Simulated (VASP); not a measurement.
# A VASP study of Nb (r2SCAN): structure first, properties next

What structure does Nb take at this level, and what are its properties? The steps: full relaxation (r2SCAN), second relaxation, density, ELF and potential (r2SCAN), bands along the symmetry lines (r2SCAN), density of states (r2SCAN), volume scan with r2SCAN and fit for r2SCAN. Left out of this account: 2 further runs (phonons: it ended without a result to show; core levels: core levels are not valid at this level). The start is a cell from a database of measured crystal structures.

Main program and level: VASP 6.6.1; r2SCAN; plane waves and PAW (Nb_sv).

Report form: the programs' logs are mostly left out.

The database entry behind the starting cell differs from later determinations by our own check (about 0.8 % long, hydrogen-cycled sample), so it need not match the best structure at ambient conditions.

**1. Starting point**

Before any relaxation, the start is as follows. Symmetry: Im-3m, No. 229, cubic system. Conventional cell: a = 3.328 Å, b = 3.328 Å, c = 3.328 Å, α = 90.00°, β = 90.00°, γ = 90.00°. Nearest to Nb lie 8 Nb at 2.88 Å.

As a file:

```xyz
1
Lattice="-1.6640 1.6640 1.6640 1.6640 -1.6640 1.6640 1.6640 1.6640 -1.6640" Properties=species:S:1:pos:R:3 pbc="T T T"
Nb    0.0000    0.0000    0.0000
```

**2. Full relaxation (r2SCAN)**

Properties are meant for the cell that this level of theory prefers, so cell and atoms are relaxed first (ISIF = 3) until forces and stress are small; EDIFFG sets the threshold. r2SCAN adds the kinetic-energy density, costs more than a GGA and is run with LASPH.

The input, INCAR:

```
SYSTEM = Nb
PREC = Accurate
ENCUT = 400
EDIFF = 1E-06
NELM = 100
ISMEAR = 1
SIGMA = 0.2
LREAL = .FALSE.
ALGO = Normal
METAGGA = R2SCAN
LASPH = .TRUE.
NBANDS = 12
LORBIT = 11
LWAVE = .FALSE.
LCHARG = .FALSE.
KPAR = 2
IBRION = 2
NSW = 60
ISIF = 3
EDIFFG = -0.01
```

The input, POSCAR:

```
Nb
1.0
   -1.6639500000      1.6639500000      1.6639500000
    1.6639500000     -1.6639500000      1.6639500000
    1.6639500000      1.6639500000     -1.6639500000
Nb
1
Direct
    0.0000000000      0.0000000000      0.0000000000
```

The input, KPOINTS:

```
Automatic mesh
0
Gamma
8 8 8
0 0 0
```

The projector-augmented-wave data sets are Nb_sv (PBE family, release 64).

On the command line:

```sh
mpirun -np 2 vasp_std
```

The job ended after 34 s (2 MPI ranks of Intel Xeon Platinum 8259CL at 2.50GHz (Skylake/Cascade Lake), shared host; peak memory 0.25 GiB; 67 s of CPU time).

This run has no spin polarisation. Its electron count is odd, so without a moment it is a metal by construction. The k-mesh is coarse for a metal. The PAW data sets were made with PBE, which is usual practice but a small mismatch for other functionals. The run keeps the 48 symmetry operations of its start, so it cannot find a distortion of lower symmetry.

The steps of the relaxation:

| step | energy less that of the first step (eV) | largest force (eV/Å) | pressure (GPa) | volume (Å³) |
| --- | --- | --- | --- | --- |
| 1 | 0.0000 | 0.0000 | -4.23 | 18.43 |
| 2 | 0.0178 | 0.0000 | 9.52 | 17.16 |
| 3 | -0.0059 | 0.0000 | -0.06 | 18.00 |

| conventional cell, symmetrised | before | after | change |
| --- | --- | --- | --- |
| a (Å) | 3.328 | 3.302 | -0.8 % |
| b (Å) | 3.328 | 3.302 | -0.8 % |
| c (Å) | 3.328 | 3.302 | -0.8 % |
| volume (Å³/atom) | 18.43 | 18.00 | -2.3 % |

The relaxed structure:

```
Nb
1.0
    -1.65088    1.65088    1.65088
     1.65088   -1.65088    1.65088
     1.65088    1.65088   -1.65088
Nb
1
Direct
  0.00000 0.00000 0.00000
```

Numbers from this step:

```yaml
electrons: 13
bands: 12
irreducible_k_points: 29
symmetry_operations: 48
free_energy_toten: -24.87 eV
energy_at_zero_smearing: -24.88 eV
fermi_energy: 11.00 eV
pressure: -0.05674 GPa
metallic: yes
scf_cycles_over_all_ionic_steps: 33
```

It ends with forces that vanish by symmetry and a pressure of -0.06 GPa. The volume lies -2.3 % from that of the database's start, which holds the thermal and zero-point expansion of its experiment.

**3. Second relaxation**

A relaxation keeps the plane waves of the cell it began with, so it is repeated from the new cell, on a basis made for it.

INCAR is that of step 2.

The input, POSCAR:

```
Nb
1.0
   -1.6508760513      1.6508760513      1.6508760513
    1.6508760513     -1.6508760513      1.6508760513
    1.6508760513      1.6508760513     -1.6508760513
Nb
1
Direct
    0.0000000000      0.0000000000      0.0000000000
```

KPOINTS is that of step 2.

On the command line:

```sh
mpirun -np 2 vasp_std
```

It took 13 s on 2 MPI ranks; peak memory 0.23 GiB.

Little changed from the start: no atom moved by 0.005 Å and no cell edge by 0.1 %.

This step gave:

| Property | Result |
| --- | --- |
| energy at zero smearing | -24.87 eV |
| pressure | -0.03949 GPa |
| SCF cycles over all ionic steps | 13 |

It ends with forces that vanish by symmetry and a pressure of -0.04 GPa. The volume moved by under 0.01 %: the run met its threshold at the first step.

**4. Density, ELF and potential (r2SCAN)**

The relaxed cell gets a fresh self-consistent run, on a basis set for its own volume, to fix the density and to check the remaining stress.

INCAR, as its differences from that of step 3:

```diff
@@ -14,7 +14,5 @@
 LWAVE = .FALSE.
-LCHARG = .FALSE.
-KPAR = 2
-IBRION = 2
-NSW = 60
-ISIF = 3
-EDIFFG = -0.01
+LCHARG = .TRUE.
+ISIF = 2
+LELF = .TRUE.
+LVHAR = .TRUE.
```

POSCAR is that of step 3.

KPOINTS is that of step 3.

On the command line:

```sh
mpirun -np 2 vasp_std
```

Wall time 14 s (2 MPI ranks); peak memory 0.21 GiB; 26 s of CPU time.

This step gave:

- SCF cycles: 13

Valence electrons inside each PAW sphere by angular momentum. Sphere charges, by row:

| atom | s (e) | p (e) | d (e) | tot (e) |
| --- | --- | --- | --- | --- |
| Nb1 | 2.221 | 6.004 | 2.479 | 10.7 |

Electrostatic potential energy in the ac plane of the conventional cell at fractional y = 0.000, with atoms of Nb within 0.2 Å of it. With pseudopotentials it is smooth inside the atoms' cores, unlike the true potential.

Values in eV, 14 rows by 14 columns, each cell a mean:
```
-72 -71 -60 -40 -17  -3   1   2   0  -5 -23 -47 -65 -71
-68 -64 -51 -31 -11  -1   1   2   0  -3 -16 -37 -56 -65
-50 -45 -32 -16  -4   0   2   2   1  -1  -7 -20 -37 -47
-26 -22 -13  -5  -1   1   2   2   2   0  -2  -7 -16 -23
 -6  -5  -3  -1   1   2   2   2   2   1   0  -1  -3  -5
  0   0   1   2   2   2   2   2   2   2   2   1   0   0
  1   2   2   2   2   2   2   2   2   2   2   2   2   2
  0   1   1   2   2   2   2   2   2   2   2   2   1   1
 -3  -2  -1   0   1   2   2   2   2   2   1   0  -1  -3
-19 -15  -8  -3  -1   1   2   2   2   1  -1  -4 -11 -17
-44 -39 -26 -12  -3   0   2   2   2  -1  -5 -16 -31 -40
-63 -58 -45 -26  -8  -1   1   2   1  -3 -13 -32 -51 -60
-72 -70 -58 -39 -15  -2   1   2   0  -5 -22 -45 -64 -71
-72 -72 -63 -44 -19  -3   0   1   0  -6 -26 -50 -68 -72
```
Columns run along a (3.3 Å; values clipped at the 3rd and 97th percentile), rows up along c (3.3 Å), edges of the conventional cell, whose origin can differ from the input's. Atoms in or near the plane, at fractional coordinates: Nb at (0.00, 0.00).

Valence density in the ac plane of the conventional cell at fractional y = 0.000, with atoms of Nb within 0.2 Å of it. It is the smooth field of the valence electrons, not physical close to the nuclei.

Ten even steps from '0' (0.2 e/Å³) to '9' (7.3 e/Å³), each cell a mean:
```
97420000000258
65310000000145
32100000000012
00000000000000
00000000000000
00000000000000
00000000000000
00000000000000
00000000000000
00000000000000
21100000000012
54210000000134
87410000000257
98520000000369
```
Columns run along a (3.3 Å), rows up along c (3.3 Å), edges of the conventional cell, whose origin can differ from the input's. Atoms in or near the plane, at fractional coordinates: Nb at (0.00, 0.00).

ELF in the ac plane of the conventional cell at fractional y = 0.000, with atoms of Nb within 0.2 Å of it. It is the smooth field of the valence electrons, not physical close to the nuclei.

Ten even steps from '0' (0.17) to '9' (0.71), each cell a mean:
```
99962023103799
99851135302699
87621256421367
33212456531123
00124555553200
12355544555431
34566543456653
22455544455532
00134555554210
21112456542112
76421356521256
99841145312689
99961024203799
99972023103899
```
Columns run along a (3.3 Å), rows up along c (3.3 Å), edges of the conventional cell, whose origin can differ from the input's. Atoms in or near the plane, at fractional coordinates: Nb at (0.00, 0.00).

In this run the pressure is -0.04 GPa, small enough to go on.

**5. Bands along the symmetry lines (r2SCAN)**

The mesh alone shows little of the dispersion and can miss band extrema, so KPOINTS_OPT adds a path through the symmetry points after the self-consistent cycle.

The input, INCAR:

```
SYSTEM = Nb
PREC = Accurate
ENCUT = 400
EDIFF = 1E-06
NELM = 100
ISMEAR = 1
SIGMA = 0.2
LREAL = .FALSE.
ALGO = Normal
METAGGA = R2SCAN
LASPH = .TRUE.
NBANDS = 17
LORBIT = 11
LWAVE = .FALSE.
LCHARG = .FALSE.
KPAR = 2
```

POSCAR is that of step 4.

KPOINTS is that of step 4.

The input, KPOINTS_OPT:

```
Line mode
16
Line-mode
Reciprocal
  0.00000000   0.00000000   0.00000000 GAMMA
  0.50000000  -0.50000000   0.50000000 H

  0.50000000  -0.50000000   0.50000000 H
  0.00000000   0.00000000   0.50000000 N

  0.00000000   0.00000000   0.50000000 N
  0.00000000   0.00000000   0.00000000 GAMMA

  0.00000000   0.00000000   0.00000000 GAMMA
  0.25000000   0.25000000   0.25000000 P

  0.25000000   0.25000000   0.25000000 P
  0.50000000  -0.50000000   0.50000000 H

  0.25000000   0.25000000   0.25000000 P
  0.00000000   0.00000000   0.50000000 N
```

On the command line:

```sh
mpirun -np 2 vasp_std
```

It took 34 s on 2 MPI ranks; peak memory 0.25 GiB; 67 s of CPU time.

Spin-orbit coupling is off here; it would split degenerate levels.

This step gave:

* bands: 17
* pressure: -0.009979 GPa

Electronic bands along the path, in eV, zero at the Fermi level; # counts the bands kept:

| point | #1 | #2 | #3 | #4 | #5 | #6 |
| --- | --- | --- | --- | --- | --- | --- |
| Γ | -6.13 | 0.59 | 0.59 | 0.59 | 3.70 | 3.70 |
| 0.47 of the way | -2.77 | -0.59 | 1.00 | 1.00 | 2.55 | 5.14 |
| H | -3.76 | -3.76 | 6.00 | 6.00 | 6.00 | 9.68 |
| 0.53 of the way | -2.74 | -1.48 | 0.71 | 1.93 | 6.42 | 8.34 |
| N | -3.76 | -1.57 | 2.40 | 3.72 | 4.44 | 6.79 |
| 0.47 of the way | -3.93 | -0.74 | 0.06 | 3.19 | 3.29 | 3.88 |
| Γ | -6.13 | 0.59 | 0.59 | 0.59 | 3.70 | 3.70 |
| 0.53 of the way | -2.74 | -1.12 | -1.12 | 3.81 | 3.81 | 5.57 |
| P | -1.05 | -1.05 | -1.05 | 4.59 | 4.59 | 10.34 |
| 0.47 of the way | -1.46 | -1.35 | -1.35 | 4.11 | 4.11 | 11.22 |
| H | -3.76 | -3.76 | 6.00 | 6.00 | 6.00 | 9.68 |
| jump to P | -1.05 | -1.05 | -1.05 | 4.59 | 4.59 | 10.34 |
| 0.47 of the way | -2.42 | -1.61 | 0.57 | 4.15 | 4.52 | 9.37 |
| N | -3.76 | -1.57 | 2.40 | 3.72 | 4.44 | 6.79 |

There is no gap at this level.

**6. Density of states (r2SCAN)**

A density of states needs more k-points than a total energy; ISMEAR = -5 takes tetrahedra, and LORBIT projects the states on the PAW spheres. The mesh is finer than in the run before.

INCAR, as its differences from that of step 5:

```diff
@@ -5,3 +5,3 @@
 NELM = 100
-ISMEAR = 1
+ISMEAR = -5
 SIGMA = 0.2
@@ -16 +16,2 @@
 KPAR = 2
+NEDOS = 2001
```

POSCAR is that of step 5.

The input, KPOINTS:

```
Automatic mesh
0
Gamma
12 12 12
0 0 0
```

On the command line:

```sh
mpirun -np 2 vasp_std
```

Elapsed: 36 s, on 2 MPI ranks; peak memory 0.25 GiB.

With tetrahedra the forces and stress of a metal are not exact derivatives of the energy.

This step gave:

* irreducible k-points: 72
* free energy (TOTEN): -24.85 eV
* Fermi energy: 11.15 eV
* pressure: -0.5026 GPa
* DOS at the Fermi level: 1.656 states/eV/cell

The density of states has structure finer than the step of the table below, so its rows give means over 1 eV, whole bins alone (the curve runs from -12.0 to 7.89 eV). Peaks (eV: height): total -2.5: 1.53, -1.5: 2.51, -0.2: 2.18, 4.4: 2.87; Nb d -2.5: 0.724, -1.5: 1.53, -0.2: 1.22, 4.3: 2.43; Nb p -2.5: 0.0489, -1.5: 0.0771, -0.2: 0.119, 4.4: 0.035; Nb s -3.6: 0.116, -0.2: 0.0282, 4.4: 0.0304.

States under -12.0 eV and over 7.9 eV are left out. The density of states by energy, zero at the Fermi level; means over each step; values in states/eV/cell:

| energy (eV) | total | Nb d | Nb p | Nb s |
| --- | --- | --- | --- | --- |
| -7 | 0 | 0 | 0 | 0 |
| -6 | 0.0244 | 8.6e-5 | 4.0e-4 | 0.00734 |
| -5 | 0.0934 | 0.00256 | 0.00320 | 0.0257 |
| -4 | 0.381 | 0.0977 | 0.0119 | 0.0612 |
| -3 | 1.26 | 0.532 | 0.0363 | 0.0948 |
| -2 | 0.914 | 0.502 | 0.0296 | 0.0188 |
| -1 | 1.40 | 0.849 | 0.0467 | 0.00787 |
| 0 | 1.47 | 0.813 | 0.0852 | 0.0183 |
| 1 | 0.431 | 0.229 | 0.0318 | 0.00464 |
| 2 | 0.674 | 0.487 | 0.0144 | 0.00533 |
| 3 | 1.21 | 0.947 | 0.0141 | 0.00781 |
| 4 | 1.67 | 1.41 | 0.0139 | 0.0110 |
| 5 | 0.933 | 0.747 | 0.0229 | 0.0170 |
| 6 | 0.437 | 0.326 | 0.0189 | 0.0124 |
| 7 | 0.349 | 0.226 | 0.0273 | 0.0109 |

The finer mesh and the other smearing move the Fermi level by +0.15 eV from the 8×8×8 run, one measure of the sampling error in the zero of the bands above. Of the states within 0.3 eV of the Fermi level, the largest shares in the PAW spheres are Nb d 57 % and Nb p 5 %. The rest lies in smaller channels or between the spheres.

**7. Volume scan with r2SCAN**

An equation of state needs energies on both sides of the minimum, all on one mesh and cutoff.

The input, INCAR:

```
SYSTEM = Nb
PREC = Accurate
ENCUT = 400
EDIFF = 1E-06
NELM = 100
ISMEAR = 1
SIGMA = 0.2
LREAL = .FALSE.
ALGO = Normal
METAGGA = R2SCAN
LASPH = .TRUE.
NBANDS = 12
LORBIT = 11
LWAVE = .FALSE.
LCHARG = .FALSE.
KPAR = 2
ISIF = 2
```

The input, POSCAR:

```
Nb
1.0
   -1.6171752471      1.6171752471      1.6171752471
    1.6171752471     -1.6171752471      1.6171752471
    1.6171752471      1.6171752471     -1.6171752471
Nb
1
Direct
    0.0000000000      0.0000000000      0.0000000000
```

The input, KPOINTS:

```
Automatic mesh
0
Gamma
8 8 8
0 0 0
```

On the command line:

```sh
mpirun -np 2 vasp_std
```

The job ended after 12 s (2 MPI ranks; peak memory 0.21 GiB; 23 s of CPU time).

The scan keeps the cell's shape and the fractional positions fixed.

This step gave:

| Property | Result |
| --- | --- |
| bands | 12 |
| irreducible k-points | 29 |
| free energy (TOTEN) | -24.83 eV |
| energy at zero smearing | -24.83 eV |
| Fermi energy | 11.88 eV |
| pressure | 12.74 GPa |

The pressure here is 12.74 GPa.

**8. Volume scan with r2SCAN (run 2)**

INCAR is that of step 7.

The input, POSCAR:

```
Nb
1.0
   -1.6285641804      1.6285641804      1.6285641804
    1.6285641804     -1.6285641804      1.6285641804
    1.6285641804      1.6285641804     -1.6285641804
Nb
1
Direct
    0.0000000000      0.0000000000      0.0000000000
```

KPOINTS is that of step 7.

On the command line:

```sh
mpirun -np 2 vasp_std
```

Run time: 12 s. Hardware: 2 MPI ranks; peak memory 0.21 GiB; 22 s of CPU time.

This step gave:

* free energy (TOTEN): -24.85 eV
* energy at zero smearing: -24.85 eV
* Fermi energy: 11.57 eV
* pressure: 8.056 GPa

The pressure falls from 12.74 to 8.06 GPa.

The run ends at a pressure of 8.06 GPa.

**9. Volume scan with r2SCAN (run 3)**

INCAR is that of step 8.

The input, POSCAR:

```
Nb
1.0
   -1.6397960124      1.6397960124      1.6397960124
    1.6397960124     -1.6397960124      1.6397960124
    1.6397960124      1.6397960124     -1.6397960124
Nb
1
Direct
    0.0000000000      0.0000000000      0.0000000000
```

KPOINTS is that of step 8.

On the command line:

```sh
mpirun -np 2 vasp_std
```

Wall time 13 s (2 MPI ranks); peak memory 0.24 GiB; 25 s of CPU time.

The pressure falls from 8.06 to 3.83 GPa.

The run ends at a pressure of 3.83 GPa.

**10. Volume scan with r2SCAN (run 4)**

INCAR is that of step 9.

The input, POSCAR:

```
Nb
1.0
   -1.6508760513      1.6508760513      1.6508760513
    1.6508760513     -1.6508760513      1.6508760513
    1.6508760513      1.6508760513     -1.6508760513
Nb
1
Direct
    0.0000000000      0.0000000000      0.0000000000
```

KPOINTS is that of step 9.

On the command line:

```sh
mpirun -np 2 vasp_std
```

Elapsed: 13 s, on 2 MPI ranks; peak memory 0.23 GiB.

The pressure falls from 3.83 to -0.04 GPa.

The run ends at a pressure of -0.04 GPa.

**11. Volume scan with r2SCAN (run 5)**

INCAR is that of step 10.

The input, POSCAR:

```
Nb
1.0
   -1.6618093239      1.6618093239      1.6618093239
    1.6618093239     -1.6618093239      1.6618093239
    1.6618093239      1.6618093239     -1.6618093239
Nb
1
Direct
    0.0000000000      0.0000000000      0.0000000000
```

KPOINTS is that of step 10.

On the command line:

```sh
mpirun -np 2 vasp_std
```

Run time: 13 s. Hardware: 2 MPI ranks; peak memory 0.24 GiB; 24 s of CPU time.

The pressure falls from -0.04 to -3.57 GPa.

The run ends at a pressure of -3.57 GPa.

**12. Volume scan with r2SCAN (run 6)**

INCAR is that of step 11.

The input, POSCAR:

```
Nb
1.0
   -1.6726005959      1.6726005959      1.6726005959
    1.6726005959     -1.6726005959      1.6726005959
    1.6726005959      1.6726005959     -1.6726005959
Nb
1
Direct
    0.0000000000      0.0000000000      0.0000000000
```

KPOINTS is that of step 11.

On the command line:

```sh
mpirun -np 2 vasp_std
```

It took 13 s on 2 MPI ranks; peak memory 0.23 GiB; 24 s of CPU time.

The pressure falls from -3.57 to -6.79 GPa.

The run ends at a pressure of -6.79 GPa.

**13. Volume scan with r2SCAN (run 7)**

A prediction first. A parabola through the 6 pressures of evenly scaled cells so far, P = -0.05 -185.1 t +344 t² GPa with t = ln(V/V₁) and V₁ the volume at scale 1, gives -9.67 GPa at t = +0.0583.

INCAR is that of step 12.

The input, POSCAR:

```
Nb
1.0
   -1.6832543901      1.6832543901      1.6832543901
    1.6832543901     -1.6832543901      1.6832543901
    1.6832543901      1.6832543901     -1.6832543901
Nb
1
Direct
    0.0000000000      0.0000000000      0.0000000000
```

KPOINTS is that of step 12.

On the command line:

```sh
mpirun -np 2 vasp_std
```

Elapsed: 14 s, on 2 MPI ranks; peak memory 0.23 GiB; 26 s of CPU time.

The pressure falls from -6.79 to -9.74 GPa. The parabola predicted -9.67 GPa, +0.07 GPa off.

**14. The series together**

Times are for 2 MPI ranks of Intel Xeon Platinum 8259CL at 2.50GHz (Skylake/Cascade Lake), shared host. The runs compared:

| no. | volume scale | energy above the lowest point (meV/atom) | pressure (GPa) | time | memory (GiB) |
| --- | --- | --- | --- | --- | --- |
| 1 | 0.94 | 44.79 | 12.74 | 12 s | 0.21 |
| 2 | 0.96 | 20.06 | 8.056 | 12 s | 0.21 |
| 3 | 0.98 | 5.52 | 3.826 | 13 s | 0.24 |
| 4 | 1 | 0 | -0.03949 | 13 s | 0.23 |
| 5 | 1.02 | 3.06 | -3.568 | 13 s | 0.24 |
| 6 | 1.04 | 13.71 | -6.794 | 13 s | 0.23 |
| 7 | 1.06 | 31.46 | -9.738 | 14 s | 0.23 |

**15. Fit for r2SCAN**

This step: Birch-Murnaghan fit, r2SCAN; plane waves and PAW (VASP 6.6.1).

No new run; the numbers come from the runs before.

This step gave:

| Quantity | Value |
| --- | --- |
| pressure derivative of the bulk modulus | 3.467 |
| r.m.s. error of the fit | 2.91e-5 eV/atom |
| minimum inside the sampled range | yes |
| bulk modulus | 185.5 GPa |
| equilibrium volume of the fit | 18.04 Å³/atom |

Table of energy above the fitted minimum by volume:

| volume (Å³/atom) | energy above the fitted minimum (eV/atom) |
| --- | --- |
| 16.917 | 0.0448 |
| 17.277 | 0.0201 |
| 17.637 | 0.00554 |
| 17.997 | 2.8e-5 |
| 18.357 | 0.00309 |
| 18.717 | 0.0137 |
| 19.077 | 0.0315 |

The fitted volume lies +0.26 % from the relaxed one. At a finite cutoff and mesh the minimum of the energy and the zero of the stress don't quite coincide, and the relaxation stops at a threshold.

**16. Results**

```
relaxed volume                            : 18.00 Å³/atom
relaxed conventional cell a, b, c         : 3.302, 3.302, 3.302 Å
space group after relaxing, within 0.02 Å : Im-3m (No. 229)
band gap                                  : none, a metal
DOS at the Fermi level                    : 1.66 states/eV/cell
bulk modulus from the fit                 : 185 GPa
volume from the fit                       : 18.0 Å³/atom
```

With r2SCAN, Nb relaxes to 18.00 Å³/atom in space group Im-3m (held by the symmetry of the run), comes out as a metal and has a bulk modulus of 185 GPa. Against the listed cell the volume lies -2.3 %. Bands along the symmetry lines (r2SCAN): Of the bands kept, 2 cross the Fermi level on this path. Spin-orbit coupling is left out; it would split some degenerate bands. The k-sampling is coarse for a metal, so the Fermi level, pressures and the shape of the cell carry errors. No search among competing phases was made. All values are for a static lattice at zero temperature.

[Lines on the potential files, build, host, timing and source positions are cut from VASP's logs without a mark.]

[Logs are printed without paths, hosts, clocks, repeated set-up lines and the standing remarks that a program may print on its own settings, such as how far it seeks lower states.]

[Hosts, paths, dates, database ids (printed as entryN), source tags and the programs' standing remarks are cut or masked in the printed files.]

[A measured line is paired with the nearest computed mode of its activity, which favours agreement.]
